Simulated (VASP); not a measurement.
Crystal: CdNiSe3.

```
Cd Ni Se
1.0
     4.76738    0.00000    0.00000
     0.00000    4.76738    0.00000
     0.00000    0.00000    4.76738
Cd Ni Se
1 1 3
Direct
  0.50000 0.50000 0.50000
  0.00000 0.00000 0.00000
  0.50000 0.00000 0.00000
  0.00000 0.50000 0.00000
  0.00000 0.00000 0.50000
```

The cell was built by a generator and needn't be a form met in nature.

```yaml
Program: VASP 6.6.1
Task: relaxation of cell and atoms
Functional: revPBE
Potentials_or_basis: VASP PAW PBE potentials, release 64 (Cd, Ni, Se)
Cutoff: 600 eV
k_mesh: 5 × 5 × 5
Occupations: fermi-dirac, width 0.05 eV
Spin: collinear spin, ferromagnetic start
Starting_moments: "[0.0, 1.0, 0.0, 0.0, 0.0] μB"
```

At the start: pressure 1.7 GPa; volume 21.67 Å³/atom.

Problem. How do energy, volume and symmetry change on relaxing?

Solution. Over 3 steps the energy falls by 3.1 meV/atom and the volume is 22.27 Å³/atom (+2.8 %); space group Pm-3m (No. 221, to 0.05 Å); moment 0.00 μB per cell.

Step by step:
| step | energy change (eV) | largest force (eV/Å) | pressure (GPa) | volume (Å³) |
| --- | --- | --- | --- | --- |
| 1 | 0.0000 | 0.0000 | 1.66 | 108.35 |
| 2 | -0.0148 | 0.0000 | -0.31 | 111.92 |
| 3 | -0.0154 | 0.0000 | -0.01 | 111.34 |

Final structure:
```
Cd Ni Se
1.0
     4.81073    0.00000    0.00000
     0.00000    4.81073    0.00000
     0.00000    0.00000    4.81073
Cd Ni Se
1 1 3
Direct
  0.50000 0.50000 0.50000
  0.00000 0.00000 0.00000
  0.50000 0.00000 0.00000
  0.00000 0.50000 0.00000
  0.00000 0.00000 0.50000
```

Caveat: the PAW data sets were made with another functional, which shifts forces and pressure a little.
